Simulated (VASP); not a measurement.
The input files of a VASP run:

**INCAR**
```
SIGMA = 0.05
NELM = 100   # most electronic steps
LWAVE = .False.
PREC = Accurate
ISIF = 3
IBRION = 2   # conjugate gradients
LREAL = .False.
ALGO = Normal   # blocked Davidson
LCHARG = .False.
LASPH = .True.   # aspherical one-centre terms
EDIFF = 1E-6   # SCF stop (eV)
ENCUT = 520   # plane-wave cut-off (eV)
NSW = 60
EDIFFG = -0.01   # ionic stop
LMAXMIX = 6   # l cut-off of mixed one-centre charges
SYSTEM = HfO2
ISMEAR = 0   # Gaussian
```

**POSCAR**
```
HfO2
1.0
  0.0000000000   2.4910662446   2.4910662446
  2.4910662446   0.0000000000   2.4910662446
  2.4910662446   2.4910662446   0.0000000000
Hf O
1 2
Cartesian
  0.0000000000   2.4910662446   2.4910662446
  1.2455331223   1.2455331223   1.2455331223
  3.7365993669   3.7365993669   3.7365993669
```

File KPOINTS:
```
Automatic mesh
0
Gamma
8 8 8
0 0 0
```

POTCAR, in this order: Hf_pv O (LDA.64 set). Program: vasp_std.

Task: Translate this LDA calculation to Quantum ESPRESSO's pw.x.

Result: One equivalent input (not run):
```
&CONTROL
  calculation = 'vc-relax'
  pseudo_dir = './pseudo'
  outdir = './out'
  tprnfor = .true.
  tstress = .true.
  nstep = 60
  forc_conv_thr = 0.00039
/
&SYSTEM
  ibrav = 0
  nat = 3
  ntyp = 2
  ecutwfc = 84
  occupations = 'smearing'
  smearing = 'gaussian'
  degauss = 0.003675
  input_dft = 'pz'
/
&ELECTRONS
  conv_thr = 7.3e-08
  electron_maxstep = 100
/
&IONS
/
&CELL
/
ATOMIC_SPECIES
  Hf 178.490 Hf.upf
  O 15.999 O.upf
CELL_PARAMETERS angstrom
     0.0000000    2.4910662    2.4910662
     2.4910662   -0.0000000    2.4910662
     2.4910662    2.4910662    0.0000000
ATOMIC_POSITIONS crystal
  Hf   1.0000000  0.0000000  0.0000000
  O    0.2500000  0.2500000  0.2500000
  O    0.7500000  0.7500000  0.7500000
K_POINTS automatic
  8 8 8 0 0 0
```
Limits of the translation: the potentials are each code's own (VASP's PAW set, PseudoDojo norm-conserving files in pw.x), so ENCUT and ecutwfc are chosen apart and not converted; conv_thr bounds pw.x's estimated SCF error, while EDIFF bounds the energy change between steps; forc_conv_thr acts on force components and is met together with etot_conv_thr.

The compound is HfO2 in the fluorite structure, the high-temperature cubic form, which is unstable at 0 K; the monoclinic form is the stable one. It was relaxed first, which changed the volume by -6 %. The start is the result of an earlier pass.
